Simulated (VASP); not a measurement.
Calculation: PBEsol GGA, VASP's PBE PAW potentials (set 64) (plane waves; VASP 6.6.1).

VASP ran on this input.

**POSCAR**
```
BaTiO3
1
    3.9661232582     0.0000000000     0.0000000000
    0.0000000000     3.9661232582     0.0000000000
    0.0000000000     0.0000000000     4.0773199001
Ba Ti O
1 1 3
Direct
  0.0000000000   0.0000000000   0.0038885062
  0.5000000000   0.5000000000   0.5205695899
  0.5000000000   0.5000000000   0.9709979898
  0.0000000000   0.5000000000   0.4842719571
  0.5000000000   0.0000000000   0.4842719571
```

INCAR:
```
SIGMA = 0.01   # width (eV)
ENCUT = 520   # plane-wave cut-off (eV)
GGA = PS
LASPH = .True.   # aspherical one-centre terms
PREC = Accurate
EDIFF = 1E-7   # SCF stop (eV)
LREAL = .False.   # projection in real space or not
DIPOL = 0.123 0.137 0.151
LCALCPOL = .True.
LCHARG = .False.
SYSTEM = BaTiO3
ISMEAR = 0
ISIF = 2   # forces and stress, cell fixed
LWAVE = .False.
ALGO = Normal   # blocked Davidson
LMAXMIX = 4
NELM = 100   # most electronic steps
```

KPOINTS:
```
Automatic mesh
0
Gamma
6 6 6
0 0 0
```

POTCAR, in this order: Ba_sv Ti_sv O (PBE.64 set). Program: vasp_std.

What VASP printed:

**OSZICAR**
```
       N       E                     dE             d eps       ncg     rms          rms(c)
DAV:   1     0.449546045247E+03    0.44955E+03   -0.21387E+04  1920   0.181E+03
DAV:   2    -0.722606101348E+01   -0.45677E+03   -0.44787E+03  2400   0.488E+02
DAV:   3    -0.501940386769E+02   -0.42968E+02   -0.42694E+02  2864   0.143E+02
DAV:   4    -0.519915455167E+02   -0.17975E+01   -0.17967E+01  2776   0.264E+01
DAV:   5    -0.520542978665E+02   -0.62752E-01   -0.62750E-01  2688   0.362E+00    0.239E+01
DAV:   6    -0.421951206172E+02    0.98592E+01   -0.69343E+01  3008   0.775E+01    0.103E+01
DAV:   7    -0.421594980897E+02    0.35623E-01   -0.11210E+01  2496   0.248E+01    0.688E+00
DAV:   8    -0.420084057831E+02    0.15109E+00   -0.13910E+00  2560   0.118E+01    0.234E+00
DAV:   9    -0.420116079350E+02   -0.32022E-02   -0.20439E-01  2360   0.341E+00    0.102E+00
DAV:  10    -0.420053517782E+02    0.62562E-02   -0.86044E-02  2672   0.253E+00    0.553E-01
DAV:  11    -0.420022859238E+02    0.30659E-02   -0.28848E-02  2840   0.123E+00    0.147E-01
DAV:  12    -0.420019772003E+02    0.30872E-03   -0.23198E-03  2352   0.454E-01    0.357E-02
DAV:  13    -0.420020650727E+02   -0.87872E-04   -0.85578E-04  2672   0.262E-01    0.762E-02
DAV:  14    -0.420019780833E+02    0.86989E-04   -0.43170E-04  2640   0.164E-01    0.718E-03
DAV:  15    -0.420019788017E+02   -0.71838E-06   -0.14692E-05  2296   0.263E-02    0.389E-03
DAV:  16    -0.420019792980E+02   -0.49632E-06   -0.30148E-06  2552   0.163E-02    0.626E-03
DAV:  17    -0.420019786839E+02    0.61410E-06   -0.25505E-06  2592   0.125E-02    0.488E-04
DAV:  18    -0.420019786942E+02   -0.10332E-07   -0.95392E-08  1208   0.225E-03
   1 F= -.42001979E+02 E0= -.42001979E+02  d E =-.235947E-16
```

### OUTCAR
```
------------------------ aborting loop because EDIFF is reached ----------------------------------------
  FORCE on cell =-STRESS in cart. coord.  units (eV):
  Direction    XX          YY          ZZ          XY          YZ          ZX
  --------------------------------------------------------------------------------------
  Total       -0.0041075     -0.0041075     -0.0254287      0.0000000      0.0000000      0.0000000
  in kB       -0.1026092     -0.1026092     -0.6352240      0.0000000      0.0000000      0.0000000
  external PRESSURE =      -0.2801474 kB  Pullay stress =       0.0000000 kB
  volume of cell :       64.14
      direct lattice vectors                 reciprocal lattice vectors
     3.966123258  0.000000000  0.000000000     0.252135381  0.000000000  0.000000000
     0.000000000  3.966123258  0.000000000     0.000000000  0.252135381  0.000000000
     0.000000000  0.000000000  4.077319900     0.000000000  0.000000000  0.245259147
 POSITION                                       TOTAL-FORCE (eV/Angst)
 -----------------------------------------------------------------------------------
      0.00000      0.00000      0.01585        -0.000000      0.000000     -0.008556
      1.98306      1.98306      2.12253        -0.000000     -0.000000     -0.010376
      1.98306      1.98306      3.95907        -0.000000     -0.000000      0.018378
      0.00000      1.98306      1.97453        -0.000000      0.000000      0.000277
      1.98306      0.00000      1.97453         0.000000      0.000000      0.000277
 -----------------------------------------------------------------------------------
    total drift:                                0.000000      0.000000     -0.000485
  FREE ENERGIE OF THE ION-ELECTRON SYSTEM (eV)
  ---------------------------------------------------
  free  energy   TOTEN  =       -42.0019786942 eV

  energy  without entropy=      -42.0019786942  energy(sigma->0) =      -42.00197869

            Ionic dipole moment: p[ion]=(    28.08015    25.85912    23.98676 ) |e| Angst

 Total electronic dipole moment: p[elc]=(    -0.00000     0.00000     1.75796 ) |e| Angst
```
(Selected blocks of OUTCAR.)

The compound is BaTiO3 in the tetragonal perovskite structure. It was relaxed first.
